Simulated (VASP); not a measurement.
Consider the following.

```yaml
crystal:
  lattice:
    - [2.94651, 0.00000, 0.00000]
    - [0.00000, 2.94651, 0.00000]
    - [0.00000, 0.00000, 2.94651]
  atoms:
    - { symbol: Fe, position: [0.00000, 0.00000, 0.00000], spin: 0.9 }
    - { symbol: As, position: [0.50000, 0.50000, 0.50000] }
```

Level of theory: PBE GGA, VASP's PBE PAW potentials (set 64) (plane waves; VASP). Settings: 400 eV cut-off, 14×14×14 Γ-centred mesh, tetrahedra with Blöchl corrections, potentials Fe As.

Task: What does the run give for the cell moment, energy per atom (σ→0), band gap (on the k-mesh) with the smallest direct gap where there is one?

Result: 
```yaml
band gap (on the k-mesh): none (metal, semimetal or under 0.01 eV)
cell_moment: 0.93 μB
energy per atom (σ→0): -6.326 eV/atom
```

Task: Give the moment on each site (PAW-sphere projection).

Result: 
```csv
site,moment (μB)
Fe1,1.00
As2,-0.03
```

Total energies compare only between runs with the same potentials, cut-off and functional.

The structure was generated: FeAs was put into the CsCl type type (Pm-3m), which need not be its known phase. It was relaxed first, which changed the volume by -26 %.
